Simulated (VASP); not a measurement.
## SnTe: lattice, stiffness and zone-centre modes

What lattice, stiffness and vibrations does SnTe have at one level of theory? The starting structure is a measured crystal structure from the Crystallography Open Database. All runs use PBEsol.

Main program and level: VASP 6.6.1; Kohn-Sham DFT with plane waves and PAW; PBEsol.

### 1. Set-up

It takes space group Fm-3m (No. 225, cubic). Conventional cell: a = 6.320 Å, b = 6.320 Å, c = 6.320 Å, α = 90.00°, β = 90.00°, γ = 90.00°. Nearest to Te lie 6 Sn at 3.16 Å. Nearest to Sn lie 6 Te at 3.16 Å. Farther neighbours and most contacts between anions are not listed.

### 2. Relaxation

This run starts from the cell of an earlier relaxation, which isn't shown; the restart sets up the plane waves anew.

INCAR

```
SYSTEM = SnTe
PREC = Accurate
ENCUT = 500
EDIFF = 1E-07
NELM = 100
ISMEAR = 0
SIGMA = 0.03
LREAL = .FALSE.
ALGO = Normal
GGA = PS
NBANDS = 16
LORBIT = 11
LWAVE = .FALSE.
LCHARG = .FALSE.
KPAR = 4
IBRION = 2
NSW = 50
ISIF = 3
EDIFFG = -0.002
```

POSCAR

```
SnTe
1.0
    0.0000000000      3.1431904974      3.1431904974
    3.1431904974      0.0000000000      3.1431904974
    3.1431904974      3.1431904974      0.0000000000
Te Sn
1 1
Direct
    0.5000000000      0.5000000000      0.5000000000
    0.0000000000      0.0000000000      0.0000000000
```

KPOINTS

```
Automatic mesh
0
Gamma
6 6 6
0 0 0
```

Potentials, in the order of the species: Te and Sn_d (PBE family, release 64).

Launch:

```bash
$ mpirun -np 4 vasp_std
```

What it wrote:

```text
[banner, memory and clock lines left out]
running    4 mpi-ranks, on    1 nodes
 distrk:  each k-point on    1 cores,    4 groups
 distr:  one band on    1 cores,    1 groups

 POSCAR found type information on POSCAR TeSn
 POSCAR found :  2 types and       2 ions
|                                                                             |
|               ----> ADVICE to this user running VASP <----                  |
|                                                                             |
|     You enforced a specific xc type in the INCAR file but a different       |
|     [... a line on the potential file left out ...]
|     I HOPE YOU KNOW WHAT YOU ARE DOING!                                     |
|                                                                             |

 LDA part: xc-table for (Slater+PW92), standard interpolation
 POSCAR, INCAR and KPOINTS ok, starting setup
 FFT: planning ... GRIDC
 FFT: planning ... GRID_SOFT
 FFT: planning ... GRID
 WAVECAR not read
 entering main loop
       N       E                     dE             d eps       ncg     rms          rms(c)
DAV:   1     0.125762709514E+03    0.12576E+03   -0.93959E+03   512   0.140E+03
DAV:   2     0.281895902187E+01   -0.12294E+03   -0.12014E+03   544   0.364E+02
DAV:   3    -0.809483970108E+01   -0.10914E+02   -0.10822E+02   664   0.917E+01
DAV:   4    -0.838432815578E+01   -0.28949E+00   -0.28944E+00   584   0.160E+01
DAV:   5    -0.839655155922E+01   -0.12223E-01   -0.12223E-01   792   0.316E+00    0.537E+00
DAV:   6    -0.834396110282E+01    0.52590E-01   -0.11606E-01   696   0.284E+00    0.337E+00
DAV:   7    -0.834166162054E+01    0.22995E-02   -0.46975E-02   680   0.142E+00    0.675E-01
DAV:   8    -0.834083871881E+01    0.82290E-03   -0.76150E-03   664   0.782E-01    0.161E-01
DAV:   9    -0.834091052191E+01   -0.71803E-04   -0.54011E-04   688   0.223E-01    0.512E-02
DAV:  10    -0.834089013108E+01    0.20391E-04   -0.75258E-05   672   0.859E-02    0.233E-02
DAV:  11    -0.834088949190E+01    0.63918E-06   -0.22076E-05   672   0.416E-02    0.136E-02
DAV:  12    -0.834088935051E+01    0.14138E-06   -0.16492E-06   672   0.123E-02    0.780E-03
DAV:  13    -0.834088913245E+01    0.21807E-06   -0.20303E-07   544   0.384E-03    0.226E-03
DAV:  14    -0.834088922475E+01   -0.92299E-07   -0.24513E-08   360   0.195E-03
   1 F= -.83408892E+01 E0= -.83408890E+01  d E =-.834089E+01
 curvature:   0.00 expect dE= 0.000E+00 dE for cont linesearch  0.000E+00
 trial: gam= 0.00000 g(F)=  0.199E-59 g(S)=  0.774E-06 ort = 0.000E+00 (trialstep = 0.100E+01)
 search vector abs. value=  0.774E-06
 reached required accuracy - stopping structural energy minimisation
```

It took 3.2 s on 4 MPI ranks of Intel Xeon 6975P-C (Granite Rapids), shared host; peak memory 0.68 GiB; 11 s of CPU time.

Lines that name or quote the potential files are left out of all logs, and their timing lines are given in words.

Parts of OUTCAR (step 2):

```text
ion  position               nearest neighbor table
   1  0.500  0.500  0.500-   2 3.14   2 3.14   2 3.14   2 3.14   2 3.14   2 3.14
   2  0.000  0.000  0.000-   1 3.14   1 3.14   1 3.14   1 3.14   1 3.14   1 3.14

  LATTYP: Found a face centered cubic cell.
 ALAT       =     6.2863809948

 Subroutine GETGRP returns: Found 48 space group operations
 (whereof 48 operations were pure point group operations)

The static configuration has the point symmetry O_h .

 Found     16 irreducible k-points:

   k-points           NKPTS =     16   k-points in BZ     NKDIM =     16   number of bands    NBANDS=     16

   dimension x,y,z NGX =    32 NGY =   32 NGZ =   32
   dimension x,y,z NGXF=    64 NGYF=   64 NGZF=   64

   ENCUT  =  500.0 eV  36.75 Ry    6.06 a.u.   8.10  8.10  8.10*2*pi/ulx,y,z

   NELECT =      20.0000    total number of electrons

 k-points in reciprocal lattice and weights: Automatic mesh
   0.00000000  0.00000000  0.00000000       0.005
   0.16666667  0.00000000  0.00000000       0.037
   0.33333333  0.00000000  0.00000000       0.037
   0.50000000  0.00000000  0.00000000       0.019
   0.16666667  0.16666667  0.00000000       0.028
   0.33333333  0.16666667  0.00000000       0.111
   0.50000000  0.16666667  0.00000000       0.111
  -0.33333333  0.16666667  0.00000000       0.111
  -0.16666667  0.16666667  0.00000000       0.056
[...]
-0.33333333  0.33333333  0.16666667       0.111
  -0.33333333  0.50000000  0.16666667       0.056

 average (electrostatic) potential at core
       1 -87.6291       2-100.3416

 E-fermi :   6.9169

 k-point     1 :       0.0000    0.0000    0.0000
  band No.  band energies     occupation
    ...
      6      -5.9828      2.00000
      7       2.2055      2.00000
      8       4.7399      2.00000
      9       4.7399      2.00000
     10       4.7399      2.00000
     11      10.2380      0.00000
     12      10.2380      0.00000
     13      10.2380      0.00000
     14      11.5957      0.00000
     15      11.5957      0.00000
    ...

 k-point     2 :       0.1667    0.0000    0.0000
  band No.  band energies     occupation
    ...
      6      -5.7481      2.00000
      7       1.0660      2.00000
      8       4.7824      2.00000
      9       4.7824      2.00000
     10       5.4929      2.00000
     11       9.1788      0.00000
     12       9.1788      0.00000
     13       9.2137      0.00000
     14      11.5646      0.00000
     15      12.1604      0.00000
    ...

 k-point     3 :       0.3333    0.0000    0.0000
  band No.  band energies     occupation
    ...
      6      -5.1353      2.00000
      7      -0.6377      2.00000
      8       4.9385      2.00000
      9       4.9385      2.00000
     10       6.2719      2.00000
     11       7.8185      0.00000
     12       7.8185      0.00000
     13       7.8660      0.00000
     14      12.6847      0.00000
     15      13.6962      0.00000
    ...

  Total       -0.0032695     -0.0032695     -0.0032695      0.0000000     -0.0000000     -0.0000000
  in kB       -0.0843427     -0.0843427     -0.0843427      0.0000000     -0.0000000     -0.0000000
  external PRESSURE =      -0.0843427 kB  Pullay stress =       0.0000000 kB

  energy-cutoff  :      500.00
  volume of cell :       62.11
      direct lattice vectors                 reciprocal lattice vectors
     0.000000000  3.143190497  3.143190497    -0.159074037  0.159074037  0.159074037
     3.143190497  0.000000000  3.143190497     0.159074037 -0.159074037  0.159074037
     3.143190497  3.143190497  0.000000000     0.159074037  0.159074037 -0.159074037

 POSITION                                       TOTAL-FORCE (eV/Angst)
 -----------------------------------------------------------------------------------
      3.14319      3.14319      3.14319         0.000000     -0.000000      0.000000
      0.00000      0.00000      0.00000        -0.000000      0.000000     -0.000000
 -----------------------------------------------------------------------------------
    total drift:                                0.000000     -0.000000     -0.000000

  FREE ENERGIE OF THE ION-ELECTRON SYSTEM (eV)
  ---------------------------------------------------
  free  energy   TOTEN  =        -8.3408892247 eV

  energy  without entropy=       -8.3408888588  energy(sigma->0) =       -8.34088904

 reached required accuracy - stopping structural energy minimisation

 total charge
# of ion       s       p       d       tot
------------------------------------------
    1        1.392   1.949   0.031   3.372
    2        1.352   0.752   9.987  12.091
--------------------------------------------------
tot          2.744   2.701  10.018  15.463

[... 3 further parts left out ...]
```

CONTCAR:

```
SnTe
   1.00000000000000
     0.0000000000000000    3.1431904974000000    3.1431904974000000
     3.1431904974000000    0.0000000000000000    3.1431904974000000
     3.1431904974000000    3.1431904974000000    0.0000000000000000
  Te              Sn
     1     1
Direct
     0.5000000000000000    0.5000000000000000    0.5000000000000000
     0.0000000000000000    0.0000000000000000    0.0000000000000000
```

The PAW data sets were made with PBE, which is usual practice but a small mismatch for other functionals. The run keeps the 48 symmetry operations of its start, so it cannot find a distortion of lower symmetry.

The relaxed cell holds 31.054 Å³ an atom, with a = 6.286 Å (-0.5 % against the database cell). Pressures at 0.985 and 1.015 times this volume, from two more relaxations that aren't shown, give a bulk modulus of 49.2 GPa.

### 3. Elastic constants

INCAR

```
SYSTEM = SnTe
PREC = Accurate
ENCUT = 700
EDIFF = 1E-08
NELM = 100
ISMEAR = 0
SIGMA = 0.03
LREAL = .FALSE.
ALGO = Normal
GGA = PS
NBANDS = 16
LORBIT = 11
LWAVE = .FALSE.
LCHARG = .FALSE.
KPAR = 4
IBRION = 6
NFREE = 2
POTIM = 0.015
ISIF = 3
NSW = 1
```

POSCAR is that of step 2.

KPOINTS

```
Automatic mesh
0
Gamma
8 8 8
0 0 0
```

Launch:

```bash
$ mpirun -np 4 vasp_std
```

What it wrote:

```text
[banner, memory and clock lines left out]
running    4 mpi-ranks, on    1 nodes
[...]
[... a notice as in an earlier step ...]

 LDA part: xc-table for (Slater+PW92), standard interpolation
 POSCAR, INCAR and KPOINTS ok, starting setup
[...]
entering main loop
       N       E                     dE             d eps       ncg     rms          rms(c)
DAV:   1     0.135999208293E+03    0.13600E+03   -0.11368E+04   928   0.177E+03
DAV:   2     0.301434913140E+01   -0.13298E+03   -0.12991E+03  1008   0.399E+02
DAV:   3    -0.808814710484E+01   -0.11102E+02   -0.11034E+02  1208   0.936E+01
DAV:   4    -0.838148628618E+01   -0.29334E+00   -0.29327E+00  1096   0.164E+01
[...]
DAV:  16    -0.833828151647E+01   -0.11873E-07   -0.17267E-09   624   0.307E-04    0.768E-04
DAV:  17    -0.833828152980E+01   -0.13336E-07   -0.39922E-10   584   0.224E-04    0.240E-04
DAV:  18    -0.833828153303E+01   -0.32237E-08   -0.11635E-10   616   0.967E-05
   1 F= -.83382815E+01 E0= -.83382815E+01  d E =-.153817E-06
[... from here on, the cycles between the ionic steps are left out ...]
   2 F= -.83332734E+01 E0= -.83332724E+01  d E =-.195053E-05
   3 F= -.83315764E+01 E0= -.83315764E+01  d E =-.226802E-09
   4 F= -.83332734E+01 E0= -.83332724E+01  d E =-.195034E-05
   5 F= -.83315764E+01 E0= -.83315764E+01  d E =-.226798E-09
   6 F= -.83332734E+01 E0= -.83332724E+01  d E =-.195025E-05
   7 F= -.83315764E+01 E0= -.83315764E+01  d E =-.226780E-09
   8 F= -.83376067E+01 E0= -.83375977E+01  d E =-.179906E-04
   9 F= -.83376066E+01 E0= -.83375976E+01  d E =-.179913E-04
  10 F= -.83376067E+01 E0= -.83375977E+01  d E =-.179927E-04
  11 F= -.83376066E+01 E0= -.83375976E+01  d E =-.179928E-04
  12 F= -.83376067E+01 E0= -.83375977E+01  d E =-.179927E-04
  13 F= -.83376066E+01 E0= -.83375976E+01  d E =-.179921E-04
  14 F= -.83382889E+01 E0= -.83382888E+01  d E =-.107011E-06
  15 F= -.83382888E+01 E0= -.83382888E+01  d E =-.107019E-06
  16 F= -.83382891E+01 E0= -.83382890E+01  d E =-.106959E-06
  17 F= -.83382891E+01 E0= -.83382891E+01  d E =-.106906E-06
 Finite differences progress:
  Degree of freedom:   8/  8
  Displacement:        2/  2
  Total:              16/ 16
```

The job ended after 4.7 min (4 MPI ranks; peak memory 2.2 GiB; 19 min of CPU time).

Parts of OUTCAR (step 3):

```text
  Total        0.0342367      0.0321489      0.0321489      0.0000000     -0.0000000      0.0000000
  in kB        0.8832031      0.8293446      0.8293446      0.0000000     -0.0000000      0.0000000
  external PRESSURE =       0.8472974 kB  Pullay stress =       0.0000000 kB

 POSITION                                       TOTAL-FORCE (eV/Angst)
 -----------------------------------------------------------------------------------
      3.14319      3.14319      3.14319         0.000727      0.000000      0.000000
     -0.01500      0.00000      0.00000        -0.000727      0.000000      0.000000
 -----------------------------------------------------------------------------------
    total drift:                                0.000198      0.000000      0.000000

  FREE ENERGIE OF THE ION-ELECTRON SYSTEM (eV)
  ---------------------------------------------------
  free  energy   TOTEN  =        -8.3382891048 eV

  energy  without entropy=       -8.3382889979  energy(sigma->0) =       -8.33828905

[... 3 further parts left out ...]
[key lines of the parts left out:]
E-fermi :   6.9209
```

The last energy, forces and stress in OUTCAR belong to the last displaced cell, not to that of POSCAR.

The elastic tensor has C11 = 134.4, C12 = 5.0, C44 = 15.6 GPa; its Hill averages are a bulk modulus of 48.2 and a shear modulus of 28.8 GPa.

### 4. Modes of the relaxed cell

INCAR

```
SYSTEM = SnTe
PREC = Accurate
ENCUT = 500
EDIFF = 1E-08
NELM = 100
ISMEAR = 0
SIGMA = 0.03
LREAL = .FALSE.
ALGO = Normal
GGA = PS
NBANDS = 16
LORBIT = 11
LWAVE = .FALSE.
LCHARG = .FALSE.
KPAR = 4
IBRION = 8
LEPSILON = .TRUE.
LPEAD = .TRUE.
ISIF = 2
```

POSCAR is that of step 3.

KPOINTS

```
Automatic mesh
0
Gamma
12 12 12
0 0 0
```

Launch:

```bash
$ mpirun -np 4 vasp_std
```

What it wrote:

```text
[... set-up lines as in an earlier step ...]
 entering main loop
       N       E                     dE             d eps       ncg     rms          rms(c)
DAV:   1     0.120542257087E+03    0.12054E+03   -0.95370E+03  2312   0.140E+03
DAV:   2     0.124651578329E+01   -0.11930E+03   -0.11660E+03  2568   0.339E+02
DAV:   3    -0.813061104242E+01   -0.93771E+01   -0.92872E+01  2920   0.850E+01
DAV:   4    -0.838325579995E+01   -0.25264E+00   -0.25260E+00  2888   0.153E+01
[...]
DAV:  16    -0.833910776996E+01   -0.11341E-07   -0.11988E-09  1528   0.242E-04    0.742E-04
DAV:  17    -0.833910778844E+01   -0.18485E-07   -0.22502E-10  1472   0.114E-04    0.217E-04
DAV:  18    -0.833910779024E+01   -0.17967E-08   -0.62990E-11  1416   0.757E-05
   1 F= -.83391078E+01 E0= -.83391078E+01  d E =-.453799E-07
 Linear response reoptimize wavefunctions to high precision
DAV:   1    -0.833910779135E+01   -0.11082E-08   -0.47030E-11  1576   0.794E-05
DAV:   2    -0.833910779136E+01   -0.15916E-10   -0.10680E-11  1352   0.257E-05
 Linear response to external field (no local field effect), progress :
[...]
RMM:  12    -0.478222706035E-01    0.43354E-10    0.14249E-08  7594   0.724E-06    0.295E-07
 first order change of Fermi-energy   0.17678E-04
 force on displaced ion       1 direction 1 :  -0.222   0.000   0.000
 Born effective charge ion    1 direction 1 : -11.880   0.000   0.000
 Linear response progress:
  Degree of freedom:   2/  2
       N       E                     dE             d eps       ncg     rms          rms(c)
RMM:   1    -0.215337715702E+00   -0.21534E+00    0.29818E-01  6318   0.104E+01
RMM:   2    -0.220539540845E+00   -0.52018E-02   -0.11986E-02  9175   0.867E-01    0.799E-02
RMM:   3    -0.220374909832E+00    0.16463E-03   -0.93150E-04 10105   0.243E-01    0.426E-02
RMM:   4    -0.220078615169E+00    0.29629E-03   -0.85061E-05 10100   0.735E-02    0.828E-03
[...]
RMM:  14    -0.220066714309E+00    0.29720E-07    0.41639E-08 11035   0.335E-05    0.112E-05
RMM:  15    -0.220066652507E+00    0.61802E-07    0.17755E-08 10108   0.257E-05    0.511E-06
RMM:  16    -0.220066647020E+00    0.54868E-08    0.85787E-09  9809   0.195E-05    0.271E-06
 first order change of Fermi-energy   0.17284E-03
 force on displaced ion       2 direction 1 :  -0.249   0.000   0.000
 Born effective charge ion    2 direction 1 :  11.764   0.000   0.000
 Born effective charges drift removed
 Linear response finished
```

Wall time 2.2 min (4 MPI ranks); peak memory 2.8 GiB; 8.7 min of CPU time.

From OUTCAR (step 4):

```text
  Total        0.0224720      0.0224720      0.0224720      0.0000000      0.0000000     -0.0000000
  in kB        0.5797082      0.5797082      0.5797082      0.0000000      0.0000000     -0.0000000
  external PRESSURE =       0.5797082 kB  Pullay stress =       0.0000000 kB

 POSITION                                       TOTAL-FORCE (eV/Angst)
 -----------------------------------------------------------------------------------
      3.14319      3.14319      3.14319         0.000000      0.000000      0.000000
      0.00000      0.00000      0.00000        -0.000000     -0.000000     -0.000000
 -----------------------------------------------------------------------------------
    total drift:                                0.000000     -0.000000     -0.000000

 MACROSCOPIC STATIC DIELECTRIC TENSOR (including local field effects in DFT)
 ------------------------------------------------------
         367.438767     0.000000     0.000000
           0.000000   367.438767    -0.000000
           0.000000     0.000000   367.438767
 ------------------------------------------------------

 MACROSCOPIC STATIC DIELECTRIC TENSOR IONIC CONTRIBUTION
 ------------------------------------------------------
         811.118526    -0.000000     0.000000
          -0.000000   811.118526     0.000000
           0.000000     0.000000   811.118526
 ------------------------------------------------------

[... 1 part as in an earlier step ...]

[... 1 further part left out ...]
```

The zone-centre modes at 31.054 Å³ an atom are T1u 32.3 cm⁻¹.

[end of part 1 of 2]

[Lines on the potential files, build, host, timing and source positions are cut from VASP's logs without a mark.]

[Logs are printed without paths, hosts, clocks, repeated set-up lines and the standing remarks that a program may print on its own settings, such as how far it seeks lower states.]

[Hosts, paths, dates, database ids (printed as entryN), source tags and the programs' standing remarks are cut or masked in the printed files.]
